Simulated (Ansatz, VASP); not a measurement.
# Be3CdF2 in VASP and in Ansatz

```
Be Cd F
1.0
     4.25601    0.00000    0.00000
    -2.12800    3.68581    0.00000
     0.00000    0.00000    4.78263
Be Cd F
3 1 2
Direct
  0.50000 0.00000 0.50000
  0.50000 0.50000 0.50000
  0.00000 0.50000 0.50000
  0.00000 0.00000 0.00000
  0.33333 0.66667 0.00000
  0.66667 0.33333 0.00000
```

Change from the starting cell: species swapped into the LaAl2Ag3 type (P6/mmm, No. 191).

Alike in both runs: functional PBE; k mesh 12 × 12 × 8; occupations gaussian, width 0.1 eV; no spin polarisation.

Ansatz relaxed the structure, and its values are those at the end. VASP's run is a single point on that final structure, the one shown.

|  | VASP | Ansatz |
| --- | --- | --- |
| version | VASP 6.6.1 | Ansatz 0.2.0 |
| potentials or method | VASP PAW PBE potentials, release 64 (Be, Cd, F) | scalar-relativistic, plane waves, PAW |
| plane-wave cutoff (eV) | 520 | 420 |
| valence electrons in the cell | 32 | 40 |

Ansatz gave:

| Property | Result |
| --- | --- |
| gap on the k mesh at the Fermi level (eV) | none |
| pressure (GPa) | 0.0 |

What did VASP give for the same quantities?

gap on the k mesh at the Fermi level (eV): none; pressure (GPa): 0.2.

A gap of «none» marks a metal or a gap that the smearing closes. The two sets of potentials don't hold the same shells in valence.
